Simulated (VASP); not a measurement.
Consider the following.

```
GaS
1.0
    1.79606     1.03696     7.96374
   -1.79606     1.03696     7.96374
    0.00000    -2.07391     7.96374
Ga S
2 2
Direct
  0.94918   0.94918   0.94918
  0.05082   0.05082   0.05082
  0.23805   0.23805   0.23805
  0.76195   0.76195   0.76195
```

Calculation: PBEsol GGA, VASP's PBE PAW potentials (set 64) (plane waves; VASP). Numerical set-up: 300 eV cut-off, 8×8×8 Γ-centred mesh, Fermi-Dirac smearing of 0.010 eV, potentials Ga_d S.

Q: Give the energies of bands 13 to 22 at the high-symmetry points, in eV from the valence-band maximum.

A: 
```
band      Γ      T     H2      L     S0      F
----  -----  -----  -----  -----  -----  -----
13    -6.83  -6.53  -7.34  -7.46  -7.34  -7.53
14    -3.48  -4.34  -6.45  -6.82  -6.46  -6.77
15    -1.50  -1.55  -4.77  -3.52  -4.79  -3.28
16    -1.50  -1.55  -4.66  -3.08  -4.67  -3.12
17    -1.48  -1.42  -2.57  -2.83  -2.59  -2.92
18    -1.48  -1.42  -2.57  -2.69  -2.57  -2.59
19    -1.18   0.00  -1.99  -1.38  -1.96  -1.68
20     2.15   1.63   2.65   1.87   2.72   1.81
21     3.00   2.88   3.03   2.50   2.94   2.48
22     4.64   4.71   3.49   2.77   3.51   2.74
```

The gap is direct, 1.63 eV, from the valence maximum at T to the conduction minimum at T.

The structure comes from a computed database's GaS entry; how it stands against other phases isn't given here. The cell was not relaxed at this level.
